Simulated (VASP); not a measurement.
```xyz
5
Lattice="4.1989 0.0000 0.0000 0.0000 4.1989 0.0000 0.0000 0.0000 4.1989" Properties=species:S:1:pos:R:3 pbc="T T T"
Ba     0.0000     0.0000     0.0000
Zr     2.0994     2.0994     2.0994
O      2.0994     0.0000     2.0994
O      0.0000     2.0994     2.0994
O      2.0994     2.0994     0.0000
```

Level of theory: vdW-DF-cx, VASP's PBE PAW potentials (set 64) (plane waves; VASP). Run with 520 eV cut-off, Gaussian smearing of 0.050 eV, potentials Ba_sv Zr_sv O.

Unless said otherwise, spin-orbit coupling is left out, though it shifts the bands of the heavy elements here.

**Question.** Give the energies of bands 12 to 23 at the high-symmetry points, in eV from the valence-band maximum.

**Answer.** 
```
band      Γ      X      M      R
----  -----  -----  -----  -----
12    -1.46  -3.63  -3.77  -3.71
13    -1.46  -1.91  -3.72  -3.71
14    -1.46  -1.91  -3.64  -3.48
15    -0.99  -1.80  -2.40  -2.54
16    -0.99  -1.73  -2.40  -2.54
17    -0.99  -1.73  -0.93  -2.54
18    -0.23  -1.68  -0.93   0.00
19    -0.23  -0.46  -0.80   0.00
20    -0.23  -0.46  -0.08   0.00
21     3.16   3.60   5.65   5.98
22     3.16   5.67   5.65   5.98
23     3.16   5.67   6.43   5.98
```

The gap is indirect, 3.16 eV, from the valence maximum at R to the conduction minimum at Γ.

The compound is BaZrO3 in the cubic perovskite structure. It was relaxed first.
